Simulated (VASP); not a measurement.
ZrF2, 3 atoms in the cell. The cell holds a sheet with vacuum, 3 atoms: a = 2.989 Å, b = 2.989 Å, c = 29.713 Å, α = 90.00°, β = 90.00°, γ = 120.00°. The cell was built by a generator and needn't be a form met in nature.

```yaml
Program: VASP 6.6.1
Task: work function
Functional: PW91
Potentials_or_basis: VASP PAW PBE potentials, release 64 (Zr_sv, F)
Cutoff: 520 eV
k_mesh: 10 × 10 × 1
Occupations: fermi-dirac, width 0.05 eV
Spin: no spin polarisation
Dipole_correction: yes
Further_INCAR_settings: ALGO = Normal; EDIFF = 1e-06
```

Potentials or basis: VASP PAW PBE potentials, release 64 (Zr_sv, F).

Launch:

```bash
$ cat potpaw_PBE.64/Zr_sv/POTCAR potpaw_PBE.64/F/POTCAR > POTCAR
$ mpirun -np 1 vasp_std > vasp.out
```

Hardware: 1 thread of Intel(R) Xeon(R) Platinum 8559C (Emerald Rapids) (shared host).

**Question.** How long does it take, and how much memory?

**Answer.** It took 110 s on 1 thread of Intel(R) Xeon(R) Platinum 8559C (Emerald Rapids), on a shared host, peak memory 0.4 GiB. Counts: scf iterations 20, k points 31.
